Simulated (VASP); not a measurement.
Input:

```
CELL_PARAMETERS angstrom
      1.82026    -3.15277     0.00000
      1.82026     3.15277     0.00000
      0.00000     0.00000     5.79918
ATOMIC_POSITIONS crystal
  Zr 0.00000 0.00000 0.00000
  S  0.33333 0.66667 0.24926
  S  0.66667 0.33333 0.75074
```

Calculation: optB88-vdW, VASP's PBE PAW potentials (set 64) (plane waves; VASP 6.6.1). Settings: 520 eV cut-off, 6×6×4 Γ-centred mesh, Gaussian smearing of 0.050 eV, potentials Zr_sv S.

Energy and stress use the plane-wave basis of the starting cell.

Question: The ions, cell shape and volume are relaxed. Predict the relaxed structure.

Answer: 
```
CELL_PARAMETERS angstrom
      1.83992    -3.18684     0.00000
      1.83992     3.18684     0.00000
      0.00000     0.00000     5.82716
ATOMIC_POSITIONS crystal
  Zr 0.00000 0.00000 0.00000
  S  0.33333 0.66667 0.24970
  S  0.66667 0.33333 0.75030
```
Space group P-3m1 (164), at a tolerance of 0.03 Å.

Question: How do energy and volume change from the first to the last step?

Answer: The energy (σ→0) changes by -5.7 meV/atom and the volume by +2.7 %, in 7 ionic steps.

The compound is ZrS2 in the 1T layered structure. This run relaxes it. Symmetry was kept, so distortions that lower it aren't found.
